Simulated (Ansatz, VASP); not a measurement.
**One calculation of Rb3Ba, two programs**

```
Rb Ba
1.0
     0.00000    5.51443    5.51443
     5.51443    0.00000    5.51443
     5.51443    5.51443    0.00000
Rb Ba
3 1
Direct
  0.25000 0.25000 0.25000
  0.75000 0.75000 0.75000
  0.50000 0.50000 0.50000
  0.00000 0.00000 0.00000
```

Alike in both runs: task single point; functional PBE; k mesh 2 × 2 × 2; no spin polarisation.

|  | VASP | Ansatz |
| --- | --- | --- |
| version | VASP 6.6.1 | Ansatz 0.2.0 |
| potentials or method | VASP PAW PBE potentials, release 64 (Rb_sv, Ba_sv) | scalar-relativistic, plane waves, PAW |
| plane-wave cutoff (eV) | 520 | 420 |
| occupations | fermi-dirac, width 0.25852 eV | fermi-dirac |
| valence electrons in the cell | 37 | 37 |

|  | VASP | Ansatz | Ansatz less VASP |
| --- | --- | --- | --- |
| gap on the k mesh at the Fermi level (eV) | none | none | - |
| pressure (GPa) | -0.1 | -0.1 | 0.00 |

A gap of «none» marks a metal or a gap that the smearing closes.

Caveats: the k mesh is coarse (spacing up to 0.49 Å⁻¹), so the values aren't converged. Spin-orbit coupling is left out, which matters for the levels of Ba.
